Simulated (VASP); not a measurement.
Calculation: LDA (Ceperley-Alder, Perdew-Zunger), VASP's LDA PAW potentials (set 64) (plane waves; VASP).

VASP input:

**KPOINTS**
```
K-points
0
Gamma
10 10 10
```

### INCAR
```
SYSTEM = AlN
PREC = Accurate
ENCUT = 520
EDIFF = 1E-7
NELM = 100
ALGO = Normal
LREAL = .FALSE.
LASPH = .TRUE.
ISMEAR = 0
SIGMA = 0.05
LWAVE = .FALSE.
LCHARG = .FALSE.
ISIF = 2
```

**POSCAR**
```
AlN
1.0
  0.0000000000   2.1290222418   2.1290222418
  2.1290222418   0.0000000000   2.1290222418
  2.1290222418   2.1290222418   0.0000000000
Al N
1 1
Cartesian
  0.0000000000   0.0000000000   0.0000000000
  1.0645111209   1.0645111209   1.0645111209
```

POTCAR, in this order: Al N (LDA.64 set). Program: vasp_std.

The run wrote:

OSZICAR:
```
       N       E                     dE             d eps       ncg     rms          rms(c)
DAV:   1     0.680484484080E+01    0.68048E+01   -0.43465E+03   808   0.845E+02
DAV:   2    -0.186897966735E+02   -0.25495E+02   -0.23682E+02  1008   0.129E+02
DAV:   3    -0.190269641206E+02   -0.33717E+00   -0.33717E+00   856   0.185E+01
DAV:   4    -0.190278179881E+02   -0.85387E-03   -0.85387E-03  1128   0.101E+00
DAV:   5    -0.190278191383E+02   -0.11501E-05   -0.11501E-05   920   0.258E-02    0.908E+00
DAV:   6    -0.164049096241E+02    0.26229E+01   -0.14372E+01   752   0.246E+01    0.315E+00
DAV:   7    -0.163496448513E+02    0.55265E-01   -0.91414E-02   832   0.284E+00    0.199E+00
DAV:   8    -0.163210949360E+02    0.28550E-01   -0.23093E-02   936   0.176E+00    0.265E-01
DAV:   9    -0.163211009844E+02   -0.60484E-05   -0.27103E-04  1032   0.151E-01    0.168E-01
DAV:  10    -0.163211261583E+02   -0.25174E-04   -0.20656E-05   872   0.404E-02    0.465E-02
DAV:  11    -0.163211260908E+02    0.67496E-07   -0.32372E-06   824   0.111E-02    0.356E-03
DAV:  12    -0.163211260969E+02   -0.61110E-08   -0.15738E-07   744   0.380E-03
   1 F= -.16321126E+02 E0= -.16321126E+02  d E =-.288117E-14
```

File OUTCAR:
```
------------------------ aborting loop because EDIFF is reached ----------------------------------------
  FORCE on cell =-STRESS in cart. coord.  units (eV):
  Direction    XX          YY          ZZ          XY          YZ          ZX
  --------------------------------------------------------------------------------------
  Total        1.7728413      1.7728413      1.7728413      0.0000000      0.0000000      0.0000000
  in kB      147.1668039    147.1668039    147.1668039      0.0000000      0.0000000      0.0000000
  external PRESSURE =     147.1668039 kB  Pullay stress =       0.0000000 kB
  volume of cell :       19.30
      direct lattice vectors                 reciprocal lattice vectors
     0.000000000  2.129022242  2.129022242    -0.234849590  0.234849590  0.234849590
     2.129022242  0.000000000  2.129022242     0.234849590 -0.234849590  0.234849590
     2.129022242  2.129022242  0.000000000     0.234849590  0.234849590 -0.234849590
  FREE ENERGIE OF THE ION-ELECTRON SYSTEM (eV)
  ---------------------------------------------------
  free  energy   TOTEN  =       -16.3211260969 eV

  energy  without entropy=      -16.3211260969  energy(sigma->0) =      -16.32112610
```
(Selected blocks of OUTCAR.)

The compound is AlN in the zinc blende structure, a metastable form; wurtzite is the usual one. This cell is one point of a volume scan, at 0.94 of the reference volume.
